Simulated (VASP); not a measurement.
Level of theory: PBE GGA with D3 dispersion (Becke-Johnson damping), VASP's PBE PAW potentials (set 64) (plane waves; VASP).

VASP ran on this input.

File KPOINTS:
```
Automatic mesh
0
Gamma
11 11 11
0 0 0
```

### INCAR
```
ALGO = Normal
EDIFF = 1E-6
EDIFFG = -0.01
ENCUT = 520
GGA = PE
IBRION = 2
ISIF = 3
ISMEAR = 1
IVDW = 12
LASPH = .True.
LCHARG = .False.
LMAXMIX = 4
LREAL = .False.
LWAVE = .False.
NELM = 100
NSW = 60
PREC = Accurate
SIGMA = 0.1
SYSTEM = TiCo
```

**POSCAR**
```
TiCo
1
    2.9900000000     0.0000000000     0.0000000000
    0.0000000000     2.9900000000     0.0000000000
    0.0000000000     0.0000000000     2.9900000000
Ti Co
1 1
Direct
  0.0000000000   0.0000000000   0.0000000000
  0.5000000000   0.5000000000   0.5000000000
```

POTCAR, in this order: Ti_sv Co (PBE.64 set). Program: vasp_std.

Output of the run:

File OUTCAR:
```
 ion  position               nearest neighbor table
   1  0.000  0.000  0.000-   2 2.59   2 2.59   2 2.59   2 2.59   2 2.59   2 2.59   2 2.59   2 2.59
  LATTYP: Found a simple cubic cell.
 ALAT       =     2.9900000000
 Subroutine PRICEL returns:
 Original cell was already a primitive cell.
 Subroutine GETGRP returns: Found 48 space group operations
The static configuration has the point symmetry O_h .
The dynamic configuration has the point symmetry O_h .
 Subroutine INISYM returns: Found 48 space group operations
 Subroutine IBZKPT returns following result:
 Found     56 irreducible k-points:

 Following reciprocal coordinates:
            Coordinates               Weight
  0.000000  0.000000  0.000000      1.000000
  0.090909  0.000000  0.000000      6.000000
  0.181818  0.000000  0.000000      6.000000
  0.272727  0.000000  0.000000      6.000000
  0.363636  0.000000  0.000000      6.000000
  0.454545  0.000000  0.000000      6.000000
  0.090909  0.090909  0.000000     12.000000
  0.181818  0.090909  0.000000     24.000000
  0.272727  0.090909  0.000000     24.000000
  0.363636  0.090909  0.000000     24.000000
...
```

### OSZICAR
```
       N       E                     dE             d eps       ncg     rms          rms(c)
DAV:   1     0.153059005904E+03    0.15306E+03   -0.10450E+04  1568   0.187E+03
DAV:   2    -0.807681422389E+01   -0.16114E+03   -0.15841E+03  1580   0.410E+02
DAV:   3    -0.177083947517E+02   -0.96316E+01   -0.95611E+01  2548   0.110E+02
DAV:   4    -0.179818163883E+02   -0.27342E+00   -0.27227E+00  1868   0.151E+01
DAV:   5    -0.179924338171E+02   -0.10617E-01   -0.10617E-01  2316   0.275E+00    0.129E+01
DAV:   6    -0.159702905220E+02    0.20221E+01   -0.13156E+01  1994   0.550E+01    0.592E+00
DAV:   7    -0.189193658970E+02   -0.29491E+01   -0.30002E+01  2616   0.506E+01    0.251E+01
DAV:   8    -0.156126588490E+02    0.33067E+01   -0.19634E+01  2386   0.415E+01    0.168E+00
DAV:   9    -0.156506973753E+02   -0.38039E-01   -0.31068E-01  2004   0.536E+00    0.191E+00
DAV:  10    -0.156355459972E+02    0.15151E-01   -0.84981E-02  2322   0.364E+00    0.566E-01
DAV:  11    -0.156333942702E+02    0.21517E-02   -0.62868E-03  2050   0.892E-01    0.359E-01
DAV:  12    -0.156324033335E+02    0.99094E-03   -0.35563E-03  2198   0.536E-01    0.860E-02
DAV:  13    -0.156323261543E+02    0.77179E-04   -0.27639E-04  1974   0.159E-01    0.413E-02
DAV:  14    -0.156323171428E+02    0.90115E-05   -0.66969E-05  2500   0.743E-02    0.798E-03
DAV:  15    -0.156323166106E+02    0.53221E-06   -0.71382E-06  1830   0.348E-02
   1 F= -.16704160E+02 E0= -.16704220E+02  d E =-.167042E+02
       N       E                     dE             d eps       ncg     rms          rms(c)
DAV:   1    -0.199806542697E+02   -0.43483E+01   -0.97488E+01  1634   0.149E+02    0.204E+01
DAV:   2    -0.238354172275E+02   -0.38548E+01   -0.82617E+01  1784   0.134E+02    0.245E+01
DAV:   3    -0.155962482941E+02    0.82392E+01   -0.37874E+01  2232   0.867E+01    0.658E+00
DAV:   4    -0.153865123629E+02    0.20974E+00   -0.27099E+00  2094   0.166E+01    0.246E+00
DAV:   5    -0.154116063969E+02   -0.25094E-01   -0.44664E-01  2374   0.780E+00    0.226E+00
DAV:   6    -0.154361000451E+02   -0.24494E-01   -0.13812E-01  2406   0.390E+00    0.105E+00
DAV:   7    -0.154635590387E+02   -0.27459E-01   -0.66423E-02  2262   0.186E+00    0.124E-01
DAV:   8    -0.154646697240E+02   -0.11107E-02   -0.98682E-03  2008   0.716E-01    0.153E-01
DAV:   9    -0.154650595090E+02   -0.38978E-03   -0.95069E-04  1640   0.310E-01    0.564E-02
DAV:  10    -0.154650661414E+02   -0.66325E-05   -0.26419E-04  2282   0.142E-01    0.376E-02
DAV:  11    -0.154650620771E+02    0.40643E-05   -0.28251E-05  1948   0.516E-02    0.111E-02
DAV:  12    -0.154650620538E+02    0.23238E-07   -0.36042E-06  1448   0.200E-02
   2 F= -.16686321E+02 E0= -.16686649E+02  d E =0.178394E-01
       N       E                     dE             d eps       ncg     rms          rms(c)
DAV:   1    -0.169015801911E+02   -0.14365E+01   -0.28387E+01  1688   0.885E+01    0.102E+01
DAV:   2    -0.197767745605E+02   -0.28752E+01   -0.36975E+01  2444   0.713E+01    0.265E+01
DAV:   3    -0.156251670373E+02    0.41516E+01   -0.31160E+01  2352   0.549E+01    0.269E+00
DAV:   4    -0.156251250332E+02    0.42004E-04   -0.45710E-01  1652   0.579E+00    0.215E+00
DAV:   5    -0.156145770257E+02    0.10548E-01   -0.13137E-01  2328   0.317E+00    0.135E+00
DAV:   6    -0.156151105906E+02   -0.53356E-03   -0.40711E-03  1830   0.670E-01    0.120E+00
DAV:   7    -0.156161498276E+02   -0.10392E-02   -0.65157E-02  2238   0.259E+00    0.184E-01
DAV:   8    -0.156162351888E+02   -0.85361E-04   -0.35403E-03  1940   0.727E-01    0.165E-01
DAV:   9    -0.156162631001E+02   -0.27911E-04   -0.63520E-04  1974   0.316E-01    0.320E-02
DAV:  10    -0.156162633725E+02   -0.27234E-06   -0.82428E-05  2422   0.671E-02    0.142E-02
DAV:  11    -0.156162626136E+02    0.75883E-06   -0.15680E-05  1974   0.464E-02    0.732E-03
DAV:  12    -0.156162623467E+02    0.26692E-06   -0.99933E-07   832   0.156E-02
   3 F= -.16755917E+02 E0= -.16756115E+02  d E =-.517567E-01
```

### OUTCAR
```
------------------------ aborting loop because EDIFF is reached ----------------------------------------
 Edisp (eV)   -1.13965
  FORCE on cell =-STRESS in cart. coord.  units (eV):
  Direction    XX          YY          ZZ          XY          YZ          ZX
  --------------------------------------------------------------------------------------
  Total      -0.00068    -0.00068    -0.00068    -0.00000     0.00000    -0.00000
  in kB      -0.04312    -0.04312    -0.04312    -0.00000     0.00000    -0.00000
  external pressure =       -0.04 kB  Pullay stress =        0.00 kB
  volume of cell :       25.20
      direct lattice vectors                 reciprocal lattice vectors
     2.931798954  0.000000000 -0.000000000     0.341087508  0.000000000 -0.000000000
    -0.000000000  2.931798954 -0.000000000    -0.000000000  0.341087508  0.000000000
     0.000000000  0.000000000  2.931798954     0.000000000  0.000000000  0.341087508
 POSITION                                       TOTAL-FORCE (eV/Angst)
 -----------------------------------------------------------------------------------
      0.00000      0.00000      0.00000         0.000000      0.000000      0.000000
      1.46590      1.46590      1.46590        -0.000000      0.000000      0.000000
 -----------------------------------------------------------------------------------
    total drift:                                0.000000      0.000000     -0.000000
  FREE ENERGIE OF THE ION-ELECTRON SYSTEM (eV)
  ---------------------------------------------------
  free  energy   TOTEN  =       -16.7559166158 eV

  energy  without entropy=      -16.7565124691  energy(sigma->0) =      -16.75611523

 reached required accuracy - stopping structural energy minimisation
```
(Selected blocks of OUTCAR.)

**CONTCAR**
```
TiCo
   1.00000000000000
     2.9317989541740541    0.0000000000000000   -0.0000000000000000
    -0.0000000000000000    2.9317989541740541   -0.0000000000000000
     0.0000000000000000    0.0000000000000000    2.9317989541740541
  Ti              Co
     1     1
Direct
     0.0000000000000000    0.0000000000000000    0.0000000000000000
     0.5000000000000000    0.5000000000000000    0.5000000000000000
```

Energy and stress use the plane-wave basis of the starting cell.

The compound is TiCo in the CsCl type structure. This run relaxes it. Symmetry was kept, so distortions that lower it aren't found. The run is not spin-polarised, so no magnetic state was tried. The electron count is odd and the run is not spin-polarised, which forces a metal.
